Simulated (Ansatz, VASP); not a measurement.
# BSe: VASP beside Ansatz, part 3 of 3

One calculation is typed for both programs; each brings its own data sets. How far apart do they land? The cell is generated by rule, not measured, and may not be a known phase. The cell is taken from a series of runs on this material, whose earlier steps may have relaxed, scaled, displaced or heated it; both programs get it as it stands.

VASP 6.6.1 and Ansatz 0.2.0.

So far: Set-up; Ansatz: zone-centre phonons, PBEsol; VASP: zone-centre phonons, PBEsol.

**3. VASP: zone-centre phonons, PBEsol (continued)**

Level of this step: PBEsol; plane waves and PAW (B, Se); invented cell (VASP).

Numbers of over 12 decimals in the logs are rounded to 6 here.

From OUTCAR (step 3):

```text
ion  position               nearest neighbor table
   1  0.962  0.962  0.962-   2 1.68   3 2.09   3 2.09   3 2.09
   2  0.038  0.038  0.038-   1 1.68   4 2.09   4 2.09   4 2.09
   3  0.253  0.253  0.253-   1 2.09   1 2.09   1 2.09
   4  0.747  0.747  0.747-   2 2.09   2 2.09   2 2.09

  LATTYP: Found a trigonal (rhomboedric) cell.
 ALAT       =     7.5521628154
 COS(alpha) =     0.9080592857

 Subroutine GETGRP returns: Found 12 space group operations
 (whereof 12 operations were pure point group operations)

The static configuration has the point symmetry D_3d.

 Found     85 irreducible k-points:

   k-points           NKPTS =     85   k-points in BZ     NKDIM =     85   number of bands    NBANDS=     15

   dimension x,y,z NGX =    56 NGY =   56 NGZ =   56
   dimension x,y,z NGXF=   112 NGYF=  112 NGZF=  112

   ENCUT  =  500.0 eV  36.75 Ry    6.06 a.u.  13.77 13.77 13.77*2*pi/ulx,y,z

   NELECT =      18.0000    total number of electrons

 k-points in reciprocal lattice and weights: Automatic mesh
   0.00000000  0.00000000  0.00000000       0.001
   0.11111111 -0.00000000  0.00000000       0.008
   0.22222222 -0.00000000  0.00000000       0.008
   0.33333333  0.00000000  0.00000000       0.008
   0.44444444 -0.00000000  0.00000000       0.008
   0.11111111  0.11111111  0.00000000       0.008
   0.22222222  0.11111111  0.00000000       0.016
   0.33333333  0.11111111  0.00000000       0.016
   0.44444444  0.11111111  0.00000000       0.016
[...]
-1.619236493  0.934866625  7.317052737    -0.308787507  0.178278550  0.045555683
     0.000000000 -1.869733250  7.317052737     0.000000000 -0.356557101  0.045555683

 POSITION                                       TOTAL-FORCE (eV/Angst)
 -----------------------------------------------------------------------------------
      0.00000      0.00000     21.11112         0.000000      0.000000      0.017140
      0.00000      0.00000      0.84004         0.000000     -0.000000     -0.017140
      0.00000      0.00000      5.55396         0.000000      0.000000     -0.039189
      0.00000      0.00000     16.39719         0.000000      0.000000      0.039189
 -----------------------------------------------------------------------------------
    total drift:                                0.000000      0.000000     -0.000000

 MACROSCOPIC STATIC DIELECTRIC TENSOR (including local field effects in DFT)
 ------------------------------------------------------
           8.561964     0.000000     0.000000
           0.000000     8.561964     0.000000
           0.000000     0.000000     4.411603
 ------------------------------------------------------

 PIEZOELECTRIC TENSOR (including local field effects)  for field in x, y, z        (C/m^2)
          XX          YY          ZZ          XY          YZ          ZX
  --------------------------------------------------------------------------------
  x     0.00000     0.00000     0.00000     0.00000     0.00000     0.00000
  y     0.00000     0.00000     0.00000     0.00000     0.00000     0.00000
  z     0.00000     0.00000     0.00000     0.00000     0.00000     0.00000

 BORN EFFECTIVE CHARGES (including local field effects) (in |e|, cummulative output)
 ---------------------------------------------------------------------------------
 ion    1
    1     0.92677     0.00000     0.00000
    2     0.00000     0.92677    -0.00000
    3    -0.00000     0.00000     0.04639
 ion    2
    1     0.92677     0.00000     0.00000
    2     0.00000     0.92677    -0.00000
    3    -0.00000     0.00000     0.04639
 ion    3
    1    -0.92677     0.00000     0.00000
    2     0.00000    -0.92677     0.00000
    3     0.00000     0.00000    -0.04639
 ion    4
    1    -0.92677     0.00000     0.00000
    2     0.00000    -0.92677     0.00000
    3     0.00000     0.00000    -0.04639

 Eigenvectors and eigenvalues of the dynamical matrix
 ----------------------------------------------------

   1 f  =   31.048811 THz   195.085436 2PiTHz 1035.676868 cm-1   128.407508 meV
             X         Y         Z           dx          dy          dz
      0.000000  0.000000 21.111118     0.000000   -0.000000   -0.703983
      0.000000  0.000000  0.840040     0.000000   -0.000000    0.703983
      0.000000  0.000000  5.553964    -0.000000    0.000000    0.066392
      0.000000  0.000000 16.397194    -0.000000    0.000000   -0.066392

   2 f  =   17.900308 THz   112.470955 2PiTHz  597.090019 cm-1    74.029694 meV
             X         Y         Z           dx          dy          dz
      0.000000  0.000000 21.111118    -0.000000   -0.000000   -0.663166
      0.000000  0.000000  0.840040     0.000000    0.000000   -0.663166
      0.000000  0.000000  5.553964     0.000000    0.000000    0.245379
      0.000000  0.000000 16.397194    -0.000000   -0.000000    0.245379

   3 f  =   17.852150 THz   112.168366 2PiTHz  595.483623 cm-1    73.830526 meV
             X         Y         Z           dx          dy          dz
      0.000000  0.000000 21.111118     0.683737    0.000006   -0.000000
      0.000000  0.000000  0.840040    -0.683737   -0.000006   -0.000000
      0.000000  0.000000  5.553964    -0.180289   -0.000001    0.000000
      0.000000  0.000000 16.397194     0.180289    0.000001    0.000000

   4 f  =   17.852150 THz   112.168366 2PiTHz  595.483623 cm-1    73.830526 meV
             X         Y         Z           dx          dy          dz
      0.000000  0.000000 21.111118    -0.000006    0.683737   -0.000000
      0.000000  0.000000  0.840040     0.000006   -0.683737   -0.000000
      0.000000  0.000000  5.553964     0.000001   -0.180289    0.000000
      0.000000  0.000000 16.397194    -0.000001    0.180289    0.000000

   5 f  =   16.667415 THz   104.724458 2PiTHz  555.965123 cm-1    68.930859 meV
             X         Y         Z           dx          dy          dz
      0.000000  0.000000 21.111118    -0.663165   -0.000003   -0.000000
      0.000000  0.000000  0.840040    -0.663165   -0.000003   -0.000000
      0.000000  0.000000  5.553964     0.245382    0.000001    0.000000
      0.000000  0.000000 16.397194     0.245382    0.000001    0.000000

   6 f  =   16.667415 THz   104.724458 2PiTHz  555.965123 cm-1    68.930859 meV
             X         Y         Z           dx          dy          dz
      0.000000  0.000000 21.111118    -0.000003    0.663165    0.000000
      0.000000  0.000000  0.840040    -0.000003    0.663165    0.000000
      0.000000  0.000000  5.553964     0.000001   -0.245382   -0.000000
      0.000000  0.000000 16.397194     0.000001   -0.245382   -0.000000

   7 f  =    5.811105 THz    36.512250 2PiTHz  193.837600 cm-1    24.032789 meV
             X         Y         Z           dx          dy          dz
      0.000000  0.000000 21.111118     0.000000   -0.000000    0.066392
      0.000000  0.000000  0.840040    -0.000000    0.000000   -0.066392
      0.000000  0.000000  5.553964     0.000000   -0.000000    0.703983
      0.000000  0.000000 16.397194    -0.000000    0.000000   -0.703983

   8 f  =    3.787152 THz    23.795380 2PiTHz  126.325806 cm-1    15.662397 meV
             X         Y         Z           dx          dy          dz
      0.000000  0.000000 21.111118    -0.180289   -0.000007    0.000000
      0.000000  0.000000  0.840040     0.180289    0.000007    0.000000
      0.000000  0.000000  5.553964    -0.683737   -0.000026    0.000000
      0.000000  0.000000 16.397194     0.683737    0.000026    0.000000

   9 f  =    3.787152 THz    23.795380 2PiTHz  126.325806 cm-1    15.662397 meV
             X         Y         Z           dx          dy          dz
      0.000000  0.000000 21.111118     0.000007   -0.180289    0.000000
      0.000000  0.000000  0.840040    -0.000007    0.180289    0.000000
      0.000000  0.000000  5.553964     0.000026   -0.683737    0.000000
      0.000000  0.000000 16.397194    -0.000026    0.683737    0.000000

  10 f/i=    0.000101 THz     0.000634 2PiTHz    0.003368 cm-1     0.000418 meV
             X         Y         Z           dx          dy          dz
      0.000000  0.000000 21.111118     0.172862    0.174158    0.000000
      0.000000  0.000000  0.840040     0.172862    0.174158    0.000000
      0.000000  0.000000  5.553964     0.467174    0.470676    0.000000
      0.000000  0.000000 16.397194     0.467174    0.470676    0.000000

  11 f/i=    0.000101 THz     0.000634 2PiTHz    0.003368 cm-1     0.000418 meV
             X         Y         Z           dx          dy          dz
      0.000000  0.000000 21.111118    -0.174158    0.172862    0.000000
      0.000000  0.000000  0.840040    -0.174158    0.172862    0.000000
      0.000000  0.000000  5.553964    -0.470676    0.467174    0.000000
      0.000000  0.000000 16.397194    -0.470676    0.467174    0.000000

  12 f/i=    0.000200 THz     0.001260 2PiTHz    0.006687 cm-1     0.000829 meV
             X         Y         Z           dx          dy          dz
      0.000000  0.000000 21.111118    -0.000000   -0.000000    0.245379
      0.000000  0.000000  0.840040    -0.000000   -0.000000    0.245379
      0.000000  0.000000  5.553964    -0.000000   -0.000000    0.663166
      0.000000  0.000000 16.397194    -0.000000   -0.000000    0.663166

 MACROSCOPIC STATIC DIELECTRIC TENSOR IONIC CONTRIBUTION
 ------------------------------------------------------
           0.432741    -0.000000     0.000000
          -0.000000     0.432741    -0.000000
           0.000000    -0.000000     0.000940
 ------------------------------------------------------

 ELASTIC MODULI CONTR FROM IONIC RELAXATION (kBar)
 Direction    XX          YY          ZZ          XY          YZ          ZX
 --------------------------------------------------------------------------------
 XX        -162.8280    -30.5834   -273.8770      0.0000   -227.2000      0.0000
 YY         -30.5834   -162.8280   -273.8770     -0.0000    227.2000     -0.0000
 ZZ        -273.8770   -273.8770  -1883.6822     -0.0000     -0.0000     -0.0000
 XY           0.0000     -0.0000     -0.0000    -66.1223      0.0000   -227.5901
 YZ        -227.2000    227.2000     -0.0000      0.0000   -780.8772      0.0000
 ZX           0.0000     -0.0000     -0.0000   -227.5901      0.0000   -783.5114
 --------------------------------------------------------------------------------

 PIEZOELECTRIC TENSOR IONIC CONTR  for field in x, y, z        (C/m^2)
          XX          YY          ZZ          XY          YZ          ZX
  --------------------------------------------------------------------------------
  x    -0.00000     0.00000     0.00000     0.00000    -0.00000    -0.00000
  y    -0.00000     0.00000    -0.00000     0.00000    -0.00000     0.00000
  z     0.00000     0.00000     0.00000     0.00000    -0.00000     0.00000
```

**4. Side by side**

Known differences besides the potentials themselves: fixed occupations in Ansatz, narrow Gaussian smearing in VASP; VASP's response is taken on the typed mesh, Ansatz refines its own for the field response alone; the data sets hold 38 valence electrons in Ansatz (on its default PAW (the set named soft_2) files) and 18 in VASP; the cutoff is 420 eV in Ansatz and 500 eV in VASP; Ansatz makes its cores anew for this functional, VASP keeps those of its PBE data sets. Total energies have different zeros and are not compared.

Compared:

```csv
quantity,Ansatz,VASP,difference
ε∞ xx,8.37,8.56,-2.25 %
ε∞ yy,8.37,8.56,-2.25 %
ε∞ zz,4.41,4.41,-0.05 %
Born charge of B1 (mean of the diagonal) (e),0.63,0.63,0.00
Born charge of Se3 (mean of the diagonal) (e),-0.63,-0.63,0.00
optical mode 1 to 2 (cm⁻¹),126.2,126.3,-0.09 %
optical mode 3 (cm⁻¹),193.4,193.8,-0.24 %
optical mode 4 to 5 (cm⁻¹),552.4,556.0,-0.65 %
optical mode 6 to 7 (cm⁻¹),592.7,595.5,-0.47 %
optical mode 8 (cm⁻¹),596.1,597.1,-0.17 %
optical mode 9 (cm⁻¹),1033.2,1035.7,-0.23 %
```

Modes are paired by rising frequency, not by their patterns, so a pair may set unlike modes beside each other; they are those without the splitting of longitudinal modes.

**5. Outcome**

```
r.m.s. difference of the optical zone-centre modes, each program's sorted by frequency (zone-centre phonons, PBEsol) : 2.3 cm⁻¹
difference in ε∞ xx (zone-centre phonons, PBEsol)                                                                    : -2.2 %
```

In words: The r.m.s. difference of the optical zone-centre modes, each program's sorted by frequency is 2.3 cm⁻¹ (zone-centre phonons, PBEsol). The data sets hold unlike numbers of valence electrons (38 in Ansatz and 18 in VASP), so part of the differences comes from the potentials. Among the rows given in per cent, the largest difference of the zone-centre phonons, PBEsol pair is in ε∞ xx, -2.2 %. Such differences can come from data sets, numerical settings and the points named under the comparisons, not from the functional's error against experiment.

[Lines on the potential files, build, host, timing and source positions are cut from VASP's logs without a mark.]

[Logs are printed without paths, hosts, clocks, repeated set-up lines and the standing remarks that a program may print on its own settings, such as how far it seeks lower states.]

[Hosts, paths, dates, database ids (printed as entryN), source tags and the programs' standing remarks are cut or masked in the printed files.]
